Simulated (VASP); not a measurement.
Input for VASP

File POSCAR:
```
AlN
1
    0.0054719143     2.1887657021     2.1887657021
    2.1887657021     0.0054719143     2.1887657021
    2.1942376163     2.1942376163     0.0000000000
Al N
1 1
Direct
  0.0000000000   0.0000000000   0.0000000000
  0.2500000000   0.2500000000   0.2500000000
```

### INCAR
```
SIGMA = 0.05
EDIFF = 1E-7   # SCF stop (eV)
LCHARG = .FALSE.
LREAL = .FALSE.   # projection in real space or not
LWAVE = .FALSE.
ISIF = 2   # forces and stress, cell fixed
NELM = 100
ALGO = Normal
ISMEAR = 0   # Gaussian
SYSTEM = AlN
LASPH = .TRUE.   # aspherical one-centre terms
ENCUT = 600   # plane-wave cut-off (eV)
PREC = Accurate
GGA = PS
```

### KPOINTS
```
Automatic mesh
0
Gamma
10 10 10
0 0 0
```

POTCAR, in this order: Al N (PBE.64 set). Program: vasp_std.

**Question.** Write an equivalent input for Ansatz.

**Answer.** One equivalent input (not run):
Ansatz 0.2 input:
```yaml
crystal:
  lattice:
    - [0.0054719, 2.1887657, 2.1887657]
    - [2.1887657, 0.0054719, 2.1887657]
    - [2.1942376, 2.1942376, 0.0000000]
  atoms:
    - { symbol: Al, position: [0.0000000, 0.0000000, 0.0000000] }
    - { symbol: N, position: [0.2500000, 0.2500000, 0.2500000] }
kpoints:
  mp_grid: { grid: [10, 10, 10] }
hamiltonian:
  xc: pbesol
  pseudopotentials: { kind: paw }
scf:
  occupations: { method: gaussian, width: 0.05 }
  max_iter: 100
output: { forces: true, stress: true, eigenvalues: true }
```
Limits of the translation: each code has its own PAW files, so the cut-off isn't converted (ENCUT is set for VASP's; basis.ecutwfc is left out, and Ansatz then takes the one that its files recommend); Ansatz stops its SCF on the density residual and VASP on the energy change (EDIFF).

The compound is AlN in the zinc blende structure, a metastable form; wurtzite is the usual one. This cell was strained or had an atom moved on purpose.
